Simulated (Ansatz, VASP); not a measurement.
# One calculation of Li2GaC6, two programs

```
Li Ga C
1.0
     0.00000    3.78302    3.78302
     3.78302    0.00000    3.78302
     3.78302    3.78302    0.00000
Li Ga C
2 1 6
Direct
  0.75000 0.75000 0.75000
  0.50000 0.50000 0.50000
  0.00000 0.00000 0.00000
  0.27507 0.72493 0.72493
  0.72493 0.27507 0.27507
  0.72493 0.72493 0.27507
  0.27507 0.27507 0.72493
  0.27507 0.72493 0.27507
  0.72493 0.27507 0.72493
```

Alike in both runs: functional PBE; k mesh 10 × 10 × 10; occupations gaussian, width 0.1 eV; no spin polarisation.

Ansatz relaxed the structure, and its values are those at the end. VASP's run is a single point on that final structure, the one shown.

|  | VASP | Ansatz |
| --- | --- | --- |
| version | VASP 6.6.1 | Ansatz 0.2.0 |
| potentials or method | VASP PAW PBE potentials, release 64 (Li_sv, Ga_d, C) | scalar-relativistic, plane waves, PAW |
| plane-wave cutoff (eV) | 520 | 420 |
| valence electrons in the cell | 43 | 43 |

```csv
,VASP,Ansatz,Ansatz less VASP
gap on the k mesh at the Fermi level (eV),none,none,-
rms of the force components (eV/Å),0.029,0.002,-0.0267
```

A gap of «none» marks a metal or a gap that the smearing closes.
